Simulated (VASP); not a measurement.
Given:

```
HfO2
1.0
    0.00000     2.51007     2.51007
    2.51007     0.00000     2.51007
    2.51007     2.51007     0.00000
Hf O
1 2
Direct
  0.00000   0.00000   0.00000
  0.75000   0.75000   0.75000
  0.25000   0.25000   0.25000
```

Calculation: PBEsol GGA, VASP's PBE PAW potentials (set 64) (plane waves; VASP 6.6.1). Numerical set-up: 520 eV cut-off, 8×8×8 Γ-centred mesh, Gaussian smearing of 0.010 eV, potentials Hf_pv O.

**Question.** The job: HfO₂ (space group Fm-3m), 3 atoms, PBEsol, DFPT for ε, Born charges and Γ modes, 520 eV, 8×8×8 Γ-centred mesh. Roughly how much core time does it take on a busy server core?

**Answer.** About 4 core-minutes (one run on a shared machine, a rough figure). It had 29 irreducible k-points, 15 bands, up to 877 plane waves and 152 electronic steps.

The structure comes from a computed database's HfO2 entry (Fm-3m); how it stands against other phases isn't given here. It was relaxed first.
